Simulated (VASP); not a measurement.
Here is a VASP 6.6.1 calculation.

Contents of INCAR:

```
SYSTEM = SnGeO4
  PREC = Accurate
  ENCUT = 600
  EDIFF = 1E-6
  ISMEAR = 0
  SIGMA = 0.02
  LREAL = .False.
  LASPH = .True.
  NELM = 100
  ALGO = Fast
  ISIF = 3
  LWAVE = .False.
  LCHARG = .False.
  GGA = PE
  IBRION = 2
  NSW = 60
  EDIFFG = -0.02
  KPAR = 2
```

Contents of KPOINTS:

```
regular mesh
0
Gamma
  11 7 7
  0 0 0
```

Contents of POSCAR:

```
SnGeO4
1.0
    0.0000000000      0.0000000000      3.0730953300
    4.5651570100      0.0000000000      0.0000000000
    0.0000000000      4.5651570100      0.0000000000
Ge Sn O
1 1 4
Direct
    0.5000000000      0.5000000000      0.5000000000
    0.0000000000      0.0000000000      0.0000000000
    0.5000000000      0.1940277000      0.8059723000
    0.5000000000      0.8059723000      0.1940277000
    0.0000000000      0.3059723000      0.3059723000
    0.0000000000      0.6940277000      0.6940277000
```

Potentials or basis: VASP PAW PBE potentials, release 64 (Ge_d, Sn_d, O).

The run is started by

```bash
$ cat potpaw_PBE.64/Ge_d/POTCAR potpaw_PBE.64/Sn_d/POTCAR potpaw_PBE.64/O/POTCAR > POTCAR
$ mpirun -np 2 vasp_std > vasp.out
```

(1) What does it give for the space group after relaxing (to 0.05 Å)?

(2) Estimate the band gap on the k mesh.

Results:

(1) Cmmm (No. 65).

(2) 0.64 eV, direct.

Caveat: spin-orbit coupling is left out, which moves the levels of the heavy elements.
